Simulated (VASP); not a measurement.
# BH₂ClO: harmonic vibrations of a molecule

BH₂ClO, molecule in box, 5 atoms in the cell. PBE, harmonic vibrations; PAW potentials O, B, Cl, H (PBE set).

## Input

INCAR.step1:
```
PREC = Accurate ; ENCUT = 400
EDIFF = 1E-8 ; ISMEAR = 0
SIGMA = 0.01 ; ISYM = 0
LREAL = F ; LASPH = T
NELM = 100 ; ALGO = Normal
LWAVE = F ; LCHARG = F
IBRION = 2 ; NSW = 60
ISIF = 2 ; EDIFFG = -0.002
POTIM = 0.5
```

INCAR.step2, as INCAR.step1 but for:
```
- IBRION = 2
- NSW = 60
- ISIF = 2
- EDIFFG = -0.002
- POTIM = 0.5
+ IBRION = 5
+ NFREE = 2
+ POTIM = 0.015
+ NSW = 1
```

KPOINTS:
```
k-points
0
Gamma
  1 1 1
```

POSCAR.step1:
```
BH2ClO
1.0
   12.0000000000      0.0000000000      0.0000000000
    0.0000000000     12.0000000000      0.0000000000
    0.0000000000      0.0000000000     11.0000000000
O B Cl H
1 1 1 2
Direct
    0.4397416700      0.4218291700      0.4928772700
    0.5432666700      0.4619458300      0.5056772700
    0.5774000000      0.5980458300      0.4572045500
    0.3885416700      0.4734791700      0.4558954500
    0.6136250000      0.4054541700      0.5502863600
```

Commands (each step's output is kept before the next begins):
```
cat potpaw_PBE.64/O/POTCAR potpaw_PBE.64/B/POTCAR potpaw_PBE.64/Cl/POTCAR potpaw_PBE.64/H/POTCAR > POTCAR
cp INCAR.step1 INCAR
cp POSCAR.step1 POSCAR
mpirun -np 4 vasp_gam > vasp.out
cp CONTCAR POSCAR
cp INCAR.step2 INCAR
mpirun -np 4 vasp_gam > vasp.out
```

## Result

- Vibrations (cm⁻¹; a negative value is imaginary): 3704, 2630, 1303, 1118, 972, 841, 720, 631, 369
- Zero-point energy (eV): 0.762
- Translations and rotations, which should read zero (cm⁻¹): -14, -12, -7, 0, 3, 19
- Vibrational entropy at 298 K (meV/K): 0.092
- Displaced cells: 30
- Ionic steps, all stages: 56
- Electronic steps, all stages: 932

VASP 6.6.1 took 1176 s on 4 cores (Intel Xeon Platinum 8259CL @ 2.50GHz (Skylake/Cascade Lake)), a shared host.
